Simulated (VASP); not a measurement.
Input of a VASP 6.6.1 run:

The input INCAR:

```
  PREC = Accurate
  ENCUT = 600
  EDIFF = 1E-7
  ISMEAR = 0
  SIGMA = 0.1
  LREAL = False
  LASPH = True
  NELM = 80
  ALGO = Normal
  ISIF = 3
  LWAVE = False
  LCHARG = False
  GGA = PE
  IBRION = 2
  NSW = 100
  EDIFFG = -0.01
```

Contents of KPOINTS:

```
Automatic mesh
0
Gamma
  10 10 10
```

The input POSCAR:

```
CsHgH3
1.0
    4.3186098374      0.0000000000      0.0000000000
    0.0000000000      4.3186098374      0.0000000000
    0.0000000000      0.0000000000      4.3186098374
Cs Hg H
1 1 3
Direct
    0.0000000000      0.0000000000      0.0000000000
    0.5000000000      0.5000000000      0.5000000000
    0.0000000000      0.5000000000      0.5000000000
    0.5000000000      0.5000000000      0.0000000000
    0.5000000000      0.0000000000      0.5000000000
```

Potentials or basis: VASP PAW PBE potentials, release 64 (Cs_sv, Hg, H).

Command:

```console
$ cat potpaw_PBE.64/Cs_sv/POTCAR potpaw_PBE.64/Hg/POTCAR potpaw_PBE.64/H/POTCAR > POTCAR
$ mpirun -np 1 vasp_std > vasp.out
```

Q: Predict the relaxed cell.

A: a = 4.323 Å, b = 4.323 Å, c = 4.323 Å, α = 90.00°, β = 90.00°, γ = 90.00°.

Q: What does it give for the relaxed volume?

A: 16.16 Å³/atom.

Q: Estimate the space group after relaxing (to 0.05 Å).

A: Pm-3m (No. 221).

Q: What does it give for the band gap on the k mesh?

A: None (metal or under the smearing width).

The path:
```tsv
step	energy change (eV)	largest force (eV/Å)	pressure (GPa)	volume (Å³)
1	0.0000	0.0000	0.22	80.54
2	-0.0003	0.0000	0.10	80.80
```

The run has no spin-orbit coupling, so splittings on Cs, Hg are missing.
